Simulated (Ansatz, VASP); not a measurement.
Given: the input of a run of Ansatz 0.2.0 on CsRbMg6. The cell comes from a database or a generator and needn't be the stable form of this composition.

The input input.yaml:

```yaml
crystal:
  lattice:
    - [5.549269, 0.0, 0.0]
    - [0.0, 3.18567, 8.361789]
    - [0.0, -3.18567, 8.361789]
  atoms:
    - { symbol: Cs, position: [0.5, 0.685436, 0.685436] }
    - { symbol: Rb, position: [0.5, 0.184312, 0.184312] }
    - { symbol: Mg, position: [0.0, 0.866092, 0.866092] }
    - { symbol: Mg, position: [0.0, 0.361534, 0.361534] }
    - { symbol: Mg, position: [0.0, 0.272171, 0.779408] }
    - { symbol: Mg, position: [0.0, 0.779408, 0.272171] }
    - { symbol: Mg, position: [0.5, 0.174441, 0.676603] }
    - { symbol: Mg, position: [0.5, 0.676603, 0.174441] }
hamiltonian:
  xc: pbe
  pseudopotentials: { kind: paw }
kpoints:
  mp_grid: { grid: [5, 5, 5] }
scf:
  occupations: { method: fermi_dirac, width: 0.05 }
output:
  forces: true
  stress: true
  eigenvalues: true
```

Potentials or basis: Ansatz PAW.

Command:

```console
$ ansatz run input.yaml --threads 4 --pin off --max-ram 10240MiB --backend cpu --events-out ev --progress --plain --runs-dir out
```

Problem. What does the same run look like in VASP 6.6.1? Potentials or basis there: PBE PAW files Cs_sv, Mg, Rb_sv, 520 eV.

Solution. As run (cutoffs and basis follow the program's own potentials, and thresholds, step limits or extra output files can differ):

INCAR

```
PREC     = Accurate       # precision mode
ENCUT    = 520            # plane-wave cutoff, eV
EDIFF    = 1E-7           # SCF threshold, eV
ISMEAR   = -1             # smearing method
SIGMA    = 0.05           # smearing width, eV
LREAL    = False          # projectors in reciprocal space
LASPH    = True           # aspherical terms in the spheres
NELM     = 80             # most SCF steps
ALGO     = Normal         # electronic algorithm
ISIF     = 2              # what is computed and relaxed
LWAVE    = False          # write WAVECAR
LCHARG   = True           # write CHGCAR
GGA      = PE             # functional
LELF     = True           # ELF
LVHAR    = True         
NBANDS   = 25             # bands
```

The input KPOINTS:

```
Automatic mesh
0
Gamma
  5 5 5
```

File POSCAR:

```
CsRbMg6
1.0
    5.5492690000      0.0000000000      0.0000000000
    0.0000000000      3.1856700000      8.3617890000
    0.0000000000     -3.1856700000      8.3617890000
Cs Rb Mg
1 1 6
Direct
    0.5000000000      0.6854360000      0.6854360000
    0.5000000000      0.1843120000      0.1843120000
    0.0000000000      0.8660920000      0.8660920000
    0.0000000000      0.3615340000      0.3615340000
    0.0000000000      0.2721710000      0.7794080000
    0.0000000000      0.7794080000      0.2721710000
    0.5000000000      0.1744410000      0.6766030000
    0.5000000000      0.6766030000      0.1744410000
```

Potentials or basis: VASP PAW PBE potentials, release 64 (Cs_sv, Rb_sv, Mg).

Run with:

```bash
$ cat potpaw_PBE.64/Cs_sv/POTCAR potpaw_PBE.64/Rb_sv/POTCAR potpaw_PBE.64/Mg/POTCAR > POTCAR
$ mpirun -np 1 vasp_std > vasp.out
```

Both were run:

|  | Ansatz | VASP |
| --- | --- | --- |
| Pressure | -0.2 GPa | -0.2 GPa |
| Largest force | 0.091 eV/Å | 0.098 eV/Å |

Ansatz's pressure holds a Pulay term of +0.00 GPa for its cutoff of 420 eV, which the other run lacks.

The potentials hold 78 and 30 valence electrons a cell.

Where Ansatz's input types no cutoff or centring, it takes its own default and a Γ-centred mesh.

Pressure is positive in compression.
